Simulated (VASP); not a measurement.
Input:

```yaml
crystal:
  lattice:
    - [1.23072, -2.13166, 0.00000]
    - [1.23072, 2.13166, 0.00000]
    - [0.00000, 0.00000, 7.19296]
  atoms:
    - { symbol: C, position: [0.00000, 0.00000, 0.25000] }
    - { symbol: C, position: [0.00000, 0.00000, 0.75000] }
    - { symbol: C, position: [0.33333, 0.66667, 0.25000] }
    - { symbol: C, position: [0.66667, 0.33333, 0.75000] }
```

All values below come from PBEsol GGA, VASP's PBE PAW potentials (set 64) (plane waves; VASP). Settings: 520 eV cut-off, 11×11×4 Γ-centred mesh, tetrahedra with Blöchl corrections, potentials C.

The cores are frozen, which limits the accuracy of field gradients. Without a dispersion term in the relaxation, distances and binding between the weakly bound layers, chains or molecules are unreliable, and so is what depends on them.

Q: Give the principal components of the electric field gradient (V/Å²) and the asymmetry η at each nucleus.

A: 
| atom | Vxx | Vyy | Vzz | η |
|---|---|---|---|---|
| C1 | -16.0 | -16.0 | 32.0 | 0.00 |
| C2 | -16.0 | -16.0 | 32.0 | 0.00 |
| C3 | -15.6 | -15.6 | 31.1 | 0.00 |
| C4 | -15.6 | -15.6 | 31.1 | 0.00 |

The compound is C in the graphite structure. It was relaxed first, which changed the volume by +7 %.
